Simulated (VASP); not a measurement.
Level of theory: PBE GGA, VASP's PBE PAW potentials (set 64) (plane waves; VASP 6.6.1).

VASP input:

**INCAR**
```
ALGO = Exact
EDIFF = 1E-8
ENCUT = 500
GGA = PE
ISMEAR = 0
LASPH = .TRUE.
LCHARG = .FALSE.
LOPTICS = .TRUE.
LREAL = .FALSE.
LWAVE = .TRUE.
NBANDS = 648
NELM = 1
PREC = Normal
SIGMA = 0.01
SYSTEM = NaF
```

File KPOINTS:
```
Automatic mesh
0
Gamma
4 4 4
0 0 0
```

File POSCAR:
```
NaF
1
    0.0000000000     2.3150000000     2.3150000000
    2.3150000000     0.0000000000     2.3150000000
    2.3150000000     2.3150000000     0.0000000000
Na F
1 1
Direct
  0.0000000000   0.0000000000   0.0000000000
  0.5000000000   0.5000000000   0.5000000000
```

POTCAR, in this order: Na_sv_GW F_GW_new (PBE.64 set). Program: vasp_std. Read from the step before: WAVECAR.

What VASP printed:

**OUTCAR**
```
 ion  position               nearest neighbor table
   1  0.000  0.000  0.000-   2 2.31   2 2.31   2 2.31   2 2.31   2 2.31   2 2.31
   2  0.500  0.500  0.500-   1 2.31   1 2.31   1 2.31   1 2.31   1 2.31   1 2.31
  LATTYP: Found a face centered cubic cell.
 ALAT       =     4.6300000000
 Subroutine PRICEL returns:
 Original cell was already a primitive cell.
 Subroutine GETGRP returns: Found 48 space group operations
The static configuration has the point symmetry O_h .
The dynamic configuration has the point symmetry O_h .
 Subroutine INISYM returns: Found 48 space group operations
 Subroutine IBZKPT returns following result:
 Found      8 irreducible k-points:

 Following reciprocal coordinates:
            Coordinates               Weight
  0.000000  0.000000  0.000000      1.000000
  0.250000  0.000000  0.000000      8.000000
  0.500000  0.000000  0.000000      4.000000
  0.250000  0.250000  0.000000      6.000000
  0.500000  0.250000  0.000000     24.000000
 -0.250000  0.250000  0.000000     12.000000
  0.500000  0.500000  0.000000      3.000000
 -0.250000  0.500000  0.250000      6.000000
   k-points           NKPTS =      8   k-points in BZ     NKDIM =      8   number of bands    NBANDS=    648
   number of dos      NEDOS =    301   number of ions     NIONS =      2
   total plane-waves  NPLWV =   5832
   dimension x,y,z NGX =    18 NGY =   18 NGZ =   18
   dimension x,y,z NGXF=    36 NGYF=   36 NGZF=   36
   ions per type =               1   1
   PREC   = normal    normal or accurate (medium, high low for compatibility)
   ISTART =      1    job   : 0-new  1-cont  2-samecut
   ICHARG =      0    charge: 1-file 2-atom 10-const
   ISPIN  =      1    spin polarized calculation?
   LNONCOLLINEAR =      F non collinear calculations
   LSORBIT =      F    spin-orbit coupling
   INIWAV =      1    electr: 0-lowe 1-rand  2-diag
   ENCUT  =  500.0 eV  36.75 Ry    6.06 a.u.   5.97  5.97  5.97*2*pi/ulx,y,z
   NELM   =      1;   NELMIN=  2; NELMDL=  0     # of ELM steps
   EDIFF  = 0.1E-07   stopping-criterion for ELM
...
```

File OSZICAR:
```
       N       E                     dE             d eps       ncg     rms          rms(c)
DIA:   1    -0.106426860827E+02   -0.10643E+02    0.00000E+00     0   0.000E+00
   1 F= -.10642686E+02 E0= -.10642686E+02  d E =0.000000E+00
 imaginary and real dielectric function
```

File OUTCAR:
```


 plasma frequency squared (from intraband transitions) (eV^2)
  --------------------------------------------------------------------------------------
       0.000       0.000       0.000
       0.000       0.000       0.000
       0.000       0.000       0.000

 plasma frequency squared (from interband transitions, int dw w eps(2)(w)) (eV^2)
  --------------------------------------------------------------------------------------
     858.483       0.000      -0.000      -0.000       0.000      -0.000
      -0.000       0.000     858.483       0.000      -0.000       0.000
       0.000       0.000      -0.000      -0.000     858.483       0.000
```
(Selected blocks of OUTCAR.)

### OUTCAR
```
 val. band max:       -1.7743983989   @ k =   0.0000   0.0000   0.0000

 cond. band min:       4.5549535465   @ k =   0.0000   0.0000   0.0000



 k-point     1 :       0.0000    0.0000    0.0000
  band No.  band energies     occupation
      1     -48.8337      2.00000
      2     -20.9356      2.00000
      3     -20.7216      2.00000
      4     -20.7216      2.00000
      5     -20.7216      2.00000
      6      -1.7752      2.00000
      7      -1.7744      2.00000
      8      -1.7744      2.00000
      9       4.5550      0.00000
     10      17.2187      0.00000
     11      17.2187      0.00000
     12      17.2188      0.00000
     13      20.1173      0.00000
     14      22.2590      0.00000
     15      22.2590      0.00000
     16      25.0739      0.00000
     17      25.0742      0.00000
     18      25.0743      0.00000
     19      32.0860      0.00000
     20      32.0864      0.00000
     21      32.0864      0.00000
     22      37.3677      0.00000
     23      45.8841      0.00000
     24      45.8841      0.00000
     25      45.8841      0.00000
     26      47.7589      0.00000
     27      50.5301      0.00000
     28      50.5301      0.00000
     29      51.3349      0.00000
     30      51.3349      0.00000
     31      51.3353      0.00000
     32      58.4931      0.00000
     33      58.4931      0.00000
     34      63.3902      0.00000
     35      63.3904      0.00000
     36      63.3904      0.00000
     37      64.7943      0.00000
     38      64.7943      0.00000
     39      64.7943      0.00000
     40      70.5498      0.00000
     41      70.5498      0.00000
     42      70.5498      0.00000
     43      71.6685      0.00000
     44      71.6685      0.00000
     45      71.6693      0.00000
     46      73.0465      0.00000
     47      73.0465      0.00000
     48      73.0465      0.00000
     49      73.2353      0.00000
     50      75.2529      0.00000
     51      75.2530      0.00000
     52      75.2530      0.00000
...
```

The density is held fixed in this step, so its total energy and stress have no physical meaning.

The compound is NaF in the rock salt structure. The cell was not relaxed at this level. The k-mesh is coarse (spacing up to 0.59 per Å, 2π included), so the numbers may not be converged in it.
